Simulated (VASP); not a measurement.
These are PBEsol GGA, VASP's PBE PAW potentials (set 64) (plane waves; VASP 6.6.1) values and carry that method's errors.

A VASP calculation is set up with these files.

File KPOINTS:
```
Automatic mesh
0
Gamma
4 4 3
0 0 0
```

**INCAR**
```
! general
SYSTEM = SiO2
PREC   = Accurate
ENCUT  = 520
LREAL  = F
LASPH  = T

! electronic loop
EDIFF  = 1E-6
NELM   = 100
ALGO   = Normal

! smearing
ISMEAR = 0
SIGMA  = 0.05

! functional
GGA    = PS

! ions
IBRION = 2
NSW    = 60
ISIF   = 3
EDIFFG = -0.02

! output
LWAVE  = F
LCHARG = F
```

### POSCAR
```
SiO2
1.0
  4.9998019750   0.0000000000   0.0000000000
  0.0000000000   4.9998019750   0.0000000000
  0.0000000000   0.0000000000   6.9361170029
Si O
4 8
direct
  0.1969025435   0.1969025435   0.0000000000
  0.3030974565   0.6969025435   0.7500000000
  0.8030974565   0.8030974565   0.5000000000
  0.6969025435   0.3030974565   0.2500000000
  0.6108328036   0.7381307030   0.6824461761
  0.7618692970   0.1108328036   0.4324461761
  0.3891671964   0.2618692970   0.1824461761
  0.2381307030   0.8891671964   0.9324461761
  0.1108328036   0.7618692970   0.5675538239
  0.2618692970   0.3891671964   0.8175538239
  0.8891671964   0.2381307030   0.0675538239
  0.7381307030   0.6108328036   0.3175538239
```

POTCAR, in this order: Si O (PBE.64 set). Program: vasp_std.

Output of the run:

### OSZICAR
```
...
DAV:   3    -0.986885063568E+02    0.51780E-03   -0.18504E-03  1121   0.245E-01    0.697E-02
DAV:   4    -0.986883818373E+02    0.12452E-03   -0.34681E-04  1104   0.114E-01    0.260E-02
DAV:   5    -0.986883731206E+02    0.87168E-05   -0.72105E-05  1104   0.491E-02    0.151E-02
DAV:   6    -0.986883733649E+02   -0.24434E-06   -0.42831E-06  1002   0.113E-02
  17 F= -.98688373E+02 E0= -.98688373E+02  d E =-.144906E-02
       N       E                     dE             d eps       ncg     rms          rms(c)
DAV:   1    -0.986973428266E+02   -0.89697E-02   -0.83891E+00   936   0.174E+01    0.110E+00
DAV:   2    -0.986905345371E+02    0.68083E-02   -0.20723E-01  1097   0.254E+00    0.336E-01
DAV:   3    -0.986884399429E+02    0.20946E-02   -0.79484E-03  1113   0.500E-01    0.136E-01
DAV:   4    -0.986879814591E+02    0.45848E-03   -0.13258E-03  1104   0.220E-01    0.564E-02
DAV:   5    -0.986879362965E+02    0.45163E-04   -0.32246E-04  1104   0.104E-01    0.297E-02
DAV:   6    -0.986879383139E+02   -0.20175E-05   -0.25812E-05  1090   0.279E-02    0.231E-02
DAV:   7    -0.986879411309E+02   -0.28170E-05   -0.11932E-05  1062   0.195E-02    0.131E-02
DAV:   8    -0.986879404806E+02    0.65022E-06   -0.10785E-05  1104   0.188E-02    0.520E-03
DAV:   9    -0.986879403982E+02    0.82494E-07   -0.83017E-07   692   0.589E-03
  18 F= -.98687940E+02 E0= -.98687940E+02  d E =-.101609E-02
       N       E                     dE             d eps       ncg     rms          rms(c)
DAV:   1    -0.986930430906E+02   -0.51026E-02   -0.39907E+00   936   0.121E+01    0.796E-01
DAV:   2    -0.986896735459E+02    0.33695E-02   -0.11076E-01  1097   0.183E+00    0.223E-01
DAV:   3    -0.986887250736E+02    0.94847E-03   -0.31128E-03  1137   0.327E-01    0.101E-01
DAV:   4    -0.986884620187E+02    0.26305E-03   -0.75086E-04  1104   0.170E-01    0.316E-02
DAV:   5    -0.986884614272E+02    0.59145E-06   -0.12575E-04  1104   0.638E-02    0.213E-02
DAV:   6    -0.986884621549E+02   -0.72767E-06   -0.33672E-06   961   0.104E-02
  19 F= -.98688462E+02 E0= -.98688462E+02  d E =-.153785E-02
       N       E                     dE             d eps       ncg     rms          rms(c)
DAV:   1    -0.986884920795E+02   -0.30652E-04   -0.35158E-02   936   0.114E+00    0.704E-02
DAV:   2    -0.986884716343E+02    0.20445E-04   -0.93618E-04  1097   0.169E-01    0.207E-02
DAV:   3    -0.986884639004E+02    0.77339E-05   -0.27415E-05  1123   0.304E-02    0.905E-03
DAV:   4    -0.986884621732E+02    0.17273E-05   -0.60439E-06  1104   0.153E-02    0.306E-03
DAV:   5    -0.986884623839E+02   -0.21070E-06   -0.10034E-06   636   0.620E-03
  20 F= -.98688462E+02 E0= -.98688462E+02  d E =-.153808E-02
       N       E                     dE             d eps       ncg     rms          rms(c)
DAV:   1    -0.986884723735E+02   -0.10200E-04   -0.61843E-03   936   0.474E-01    0.308E-02
DAV:   2    -0.986884670231E+02    0.53504E-05   -0.16301E-04  1097   0.707E-02    0.904E-03
DAV:   3    -0.986884655181E+02    0.15050E-05   -0.51118E-06  1001   0.132E-02    0.392E-03
DAV:   4    -0.986884650467E+02    0.47141E-06   -0.90090E-07   615   0.648E-03
  21 F= -.98688465E+02 E0= -.98688465E+02  d E =-.154074E-02
       N       E                     dE             d eps       ncg     rms          rms(c)
DAV:   1    -0.986885920179E+02   -0.12650E-03   -0.99325E-04  1055   0.196E-01    0.292E-02
DAV:   2    -0.986885802973E+02    0.11721E-04   -0.49384E-05  1076   0.391E-02    0.736E-03
DAV:   3    -0.986885799919E+02    0.30537E-06   -0.37893E-06   915   0.962E-03
  22 F= -.98688580E+02 E0= -.98688580E+02  d E =-.114945E-03
       N       E                     dE             d eps       ncg     rms          rms(c)
DAV:   1    -0.986889618843E+02   -0.38159E-03   -0.89675E-03  1055   0.589E-01    0.886E-02
DAV:   2    -0.986888510589E+02    0.11083E-03   -0.45348E-04  1069   0.118E-01    0.226E-02
DAV:   3    -0.986888473652E+02    0.36936E-05   -0.36750E-05  1097   0.292E-02    0.101E-02
DAV:   4    -0.986888466744E+02    0.69089E-06   -0.32935E-06   852   0.102E-02
  23 F= -.98688847E+02 E0= -.98688847E+02  d E =-.381628E-03
       N       E                     dE             d eps       ncg     rms          rms(c)
DAV:   1    -0.986894869779E+02   -0.63961E-03   -0.35682E-02  1048   0.118E+00    0.175E-01
DAV:   2    -0.986890426233E+02    0.44435E-03   -0.18200E-03  1069   0.237E-01    0.434E-02
DAV:   3    -0.986890282694E+02    0.14354E-04   -0.14463E-04  1090   0.579E-02    0.195E-02
DAV:   4    -0.986890252028E+02    0.30666E-05   -0.12256E-05  1090   0.193E-02    0.109E-02
DAV:   5    -0.986890252805E+02   -0.77665E-07   -0.27704E-06   722   0.944E-03
  24 F= -.98689025E+02 E0= -.98689025E+02  d E =-.560234E-03
       N       E                     dE             d eps       ncg     rms          rms(c)
DAV:   1    -0.986891466974E+02   -0.12149E-03   -0.57134E-03   950   0.465E-01    0.234E-02
DAV:   2    -0.986891537802E+02   -0.70828E-05   -0.11531E-04  1104   0.604E-02    0.779E-03
DAV:   3    -0.986891526169E+02    0.11633E-05   -0.22002E-06   762   0.100E-02    0.465E-03
DAV:   4    -0.986891523569E+02    0.26006E-06   -0.21194E-06   685   0.972E-03
  25 F= -.98689152E+02 E0= -.98689152E+02  d E =-.127076E-03
       N       E                     dE             d eps       ncg     rms          rms(c)
DAV:   1    -0.986893791224E+02   -0.22651E-03   -0.51343E-02   936   0.139E+00    0.704E-02
DAV:   2    -0.986894428021E+02   -0.63680E-04   -0.10292E-03  1104   0.181E-01    0.231E-02
DAV:   3    -0.986894315717E+02    0.11230E-04   -0.21102E-05  1112   0.299E-02    0.139E-02
DAV:   4    -0.986894277923E+02    0.37794E-05   -0.14906E-05  1090   0.255E-02    0.315E-03
DAV:   5    -0.986894282553E+02   -0.46299E-06   -0.29339E-06   877   0.985E-03
  26 F= -.98689428E+02 E0= -.98689428E+02  d E =-.402975E-03
       N       E                     dE             d eps       ncg     rms          rms(c)
DAV:   1    -0.986893169241E+02    0.11087E-03   -0.20536E-01   936   0.279E+00    0.141E-01
DAV:   2    -0.986895703459E+02   -0.25342E-03   -0.41175E-03  1104   0.362E-01    0.460E-02
DAV:   3    -0.986895250597E+02    0.45286E-04   -0.83707E-05  1112   0.596E-02    0.278E-02
DAV:   4    -0.986895092292E+02    0.15831E-04   -0.60175E-05  1090   0.512E-02    0.626E-03
DAV:   5    -0.986895108882E+02   -0.16591E-05   -0.12158E-05  1104   0.198E-02    0.487E-03
DAV:   6    -0.986895110545E+02   -0.16630E-06   -0.19504E-07   678   0.281E-03
  27 F= -.98689511E+02 E0= -.98689511E+02  d E =-.485774E-03
       N       E                     dE             d eps       ncg     rms          rms(c)
DAV:   1    -0.986895280701E+02   -0.17182E-04   -0.28586E-02   936   0.104E+00    0.516E-02
DAV:   2    -0.986895623601E+02   -0.34290E-04   -0.56498E-04  1097   0.134E-01    0.174E-02
DAV:   3    -0.986895558704E+02    0.64896E-05   -0.11729E-05  1112   0.222E-02    0.105E-02
DAV:   4    -0.986895533462E+02    0.25243E-05   -0.80861E-06  1090   0.188E-02    0.242E-03
DAV:   5    -0.986895534488E+02   -0.10261E-06   -0.15459E-06   678   0.730E-03
  28 F= -.98689553E+02 E0= -.98689553E+02  d E =-.528168E-03
       N       E                     dE             d eps       ncg     rms          rms(c)
DAV:   1    -0.986898407146E+02   -0.28737E-03   -0.10314E-02  1006   0.632E-01    0.825E-02
DAV:   2    -0.986897466661E+02    0.94048E-04   -0.39407E-04  1083   0.112E-01    0.233E-02
DAV:   3    -0.986897415170E+02    0.51492E-05   -0.37553E-05  1092   0.301E-02    0.102E-02
DAV:   4    -0.986897402143E+02    0.13026E-05   -0.40383E-06   973   0.111E-02    0.549E-03
DAV:   5    -0.986897395671E+02    0.64720E-06   -0.69839E-07   636   0.515E-03
  29 F= -.98689740E+02 E0= -.98689740E+02  d E =-.186118E-03
```

### OUTCAR
```
------------------------ aborting loop because EDIFF is reached ----------------------------------------
  FORCE on cell =-STRESS in cart. coord.  units (eV):
  Direction    XX          YY          ZZ          XY          YZ          ZX
  --------------------------------------------------------------------------------------
  Total        0.2003176      0.2003176      0.0138942      0.0000000      0.0000000     -0.0000000
  in kB        1.8152353      1.8152353      0.1259066      0.0000000      0.0000000     -0.0000000
  external PRESSURE =       1.2521258 kB  Pullay stress =       0.0000000 kB
  volume of cell :      176.81
      direct lattice vectors                 reciprocal lattice vectors
     5.021530113  0.000000000 -0.000000000     0.199142488  0.000000000 -0.000000000
    -0.000000000  5.021530113  0.000000000    -0.000000000  0.199142488  0.000000000
     0.000000000 -0.000000000  7.011719333     0.000000000  0.000000000  0.142618373
 POSITION                                       TOTAL-FORCE (eV/Angst)
 -----------------------------------------------------------------------------------
      1.00789      1.00789      0.00000         0.007770      0.007770      0.000000
      1.50288      3.51865      5.25879        -0.007770      0.007770      0.000000
      4.01364      4.01364      3.50586        -0.007770     -0.007770      0.000000
      3.51865      1.50288      1.75293         0.007770     -0.007770      0.000000
      3.03203      3.71145      4.75972         0.003664      0.006798     -0.001987
      3.82085      0.52127      3.00679        -0.006798      0.003664     -0.001987
      1.98950      1.31008      1.25386        -0.003664     -0.006798     -0.001987
      1.20068      4.50026      6.51265         0.006798     -0.003664     -0.001987
      0.52127      3.82085      4.00493         0.003664     -0.006798      0.001987
      1.31008      1.98950      5.75786        -0.006798     -0.003664      0.001987
      4.50026      1.20068      0.49907        -0.003664      0.006798      0.001987
      3.71145      3.03203      2.25200         0.006798      0.003664      0.001987
 -----------------------------------------------------------------------------------
    total drift:                               -0.000000      0.000000      0.000000
  FREE ENERGIE OF THE ION-ELECTRON SYSTEM (eV)
  ---------------------------------------------------
  free  energy   TOTEN  =       -98.6897395671 eV

  energy  without entropy=      -98.6897395671  energy(sigma->0) =      -98.68973957

 reached required accuracy - stopping structural energy minimisation
```
(Selected blocks of OUTCAR.)

File CONTCAR:
```
SiO2
   1.00000000000000
     5.0215301133088373    0.0000000000000000   -0.0000000000000000
    -0.0000000000000000    5.0215301133088373    0.0000000000000000
     0.0000000000000000   -0.0000000000000000    7.0117193334708636
  Si              O
     4     8
Direct
     0.2007131561731943    0.2007131561731943    0.0000000000000000
     0.2992868438268055    0.7007131561731944    0.7500000000000000
     0.7992868438268056    0.7992868438268056    0.5000000000000000
     0.7007131561731944    0.2992868438268055    0.2500000000000000
     0.6038068605634084    0.7391067897541218    0.6788234439000306
     0.7608932102458782    0.1038068605634084    0.4288234439000307
     0.3961931394365915    0.2608932102458787    0.1788234439000307
     0.2391067897541215    0.8961931394365916    0.9288234439000306
     0.1038068605634084    0.7608932102458782    0.5711765560999694
     0.2608932102458787    0.3961931394365915    0.8211765560999694
     0.8961931394365916    0.2391067897541215    0.0711765560999693
     0.7391067897541218    0.6038068605634084    0.3211765560999693
```

The structure comes from a computed database's SiO2 entry (P4_32_12); how it stands against other phases isn't given here. This run relaxes it. Symmetry was kept, so distortions that lower it aren't found. The start is the result of an earlier pass.
